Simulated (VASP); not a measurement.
Output of a VASP run:

### OSZICAR
```
       N       E                     dE             d eps       ncg     rms          rms(c)
DAV:   1     0.162025250246E+02    0.16203E+02   -0.49685E+03  1376   0.893E+02
DAV:   2    -0.107404494301E+02   -0.26943E+02   -0.26846E+02  1344   0.143E+02
DAV:   3    -0.111682131391E+02   -0.42776E+00   -0.42776E+00  1576   0.200E+01
DAV:   4    -0.111687808724E+02   -0.56773E-03   -0.56773E-03  1512   0.705E-01
DAV:   5    -0.111687813720E+02   -0.49962E-06   -0.49962E-06  1576   0.163E-02    0.872E+00
DAV:   6    -0.902243018663E+01    0.21464E+01   -0.15599E+01  1152   0.278E+01    0.254E+00
DAV:   7    -0.900747131763E+01    0.14959E-01   -0.12328E-01  1192   0.362E+00    0.137E+00
DAV:   8    -0.900667017273E+01    0.80114E-03   -0.64610E-02  1152   0.361E+00    0.195E-01
DAV:   9    -0.900633832435E+01    0.33185E-03   -0.29018E-04  1640   0.205E-01    0.841E-02
DAV:  10    -0.900674675631E+01   -0.40843E-03   -0.84367E-04  1160   0.371E-01    0.110E-02
DAV:  11    -0.900674442772E+01    0.23286E-05   -0.21784E-06  1392   0.188E-02    0.554E-03
DAV:  12    -0.900674846061E+01   -0.40329E-05   -0.11255E-05  1176   0.431E-02    0.588E-04
DAV:  13    -0.900674850019E+01   -0.39573E-07   -0.48432E-08  1360   0.265E-03
   1 F= -.90067485E+01 E0= -.90067485E+01  d E =0.000000E+00
```

### OUTCAR
```
------------------------ aborting loop because EDIFF is reached ----------------------------------------
  FORCE on cell =-STRESS in cart. coord.  units (eV):
  Direction    XX          YY          ZZ          XY          YZ          ZX
  --------------------------------------------------------------------------------------
  Total        0.0066448      0.0066448      0.0066448      0.0000000      0.0000000      0.0000000
  in kB        0.5451409      0.5451409      0.5451409      0.0000000      0.0000000      0.0000000
  external PRESSURE =       0.5451409 kB  Pullay stress =       0.0000000 kB
  volume of cell :       19.53
      direct lattice vectors                 reciprocal lattice vectors
     0.000000000  2.137397144  2.137397144    -0.233929385  0.233929385  0.233929385
     2.137397144  0.000000000  2.137397144     0.233929385 -0.233929385  0.233929385
     2.137397144  2.137397144  0.000000000     0.233929385  0.233929385 -0.233929385
  FREE ENERGIE OF THE ION-ELECTRON SYSTEM (eV)
  ---------------------------------------------------
  free  energy   TOTEN  =        -9.0067485002 eV

  energy  without entropy=       -9.0067485002  energy(sigma->0) =       -9.00674850

 total charge

# of ion       s       p       d       tot
------------------------------------------
    1        0.142   0.164   0.073   0.379
    2        1.537   3.570   0.000   5.108
--------------------------------------------------
tot          1.679   3.734   0.073   5.486
```
(Selected blocks of OUTCAR.)

**POSCAR**
```
MgO
1
    0.0000000000     2.1373971441     2.1373971441
    2.1373971441     0.0000000000     2.1373971441
    2.1373971441     2.1373971441     0.0000000000
Mg O
1 1
Direct
  0.0000000000   0.0000000000   0.0000000000
  0.5000000000   0.5000000000   0.5000000000
```

Task: Reconstruct the remaining input files.

Result: This is not unique; one that fits is the input of the run itself, vdW-DF2, plane waves, VASP's PBE PAW potentials (set 64).

File KPOINTS:
```
Automatic mesh
0
Gamma
12 12 12
0 0 0
```

INCAR:
```
! general
SYSTEM   = MgO
PREC     = Accurate
ENCUT    = 520   ! plane-wave cut-off (eV)
LREAL    = .FALSE.
LASPH    = .TRUE.

! electronic loop
EDIFF    = 1E-7   ! SCF stop (eV)
NELM     = 100   ! most electronic steps
ALGO     = Normal   ! blocked Davidson

! smearing
ISMEAR   = -5

! functional
GGA      = ML
LUSE_VDW = .TRUE.
AGGAC    = 0.0
ZAB_VDW  = -1.8867

! ions
ISIF     = 2

! output
LWAVE    = .FALSE.
LCHARG   = .TRUE.
LORBIT   = 11   ! lm-projected
NEDOS    = 601
```

POTCAR, in this order: Mg O (PBE.64 set). Program: vasp_std.

The compound is MgO in the rock salt structure. It was relaxed first.
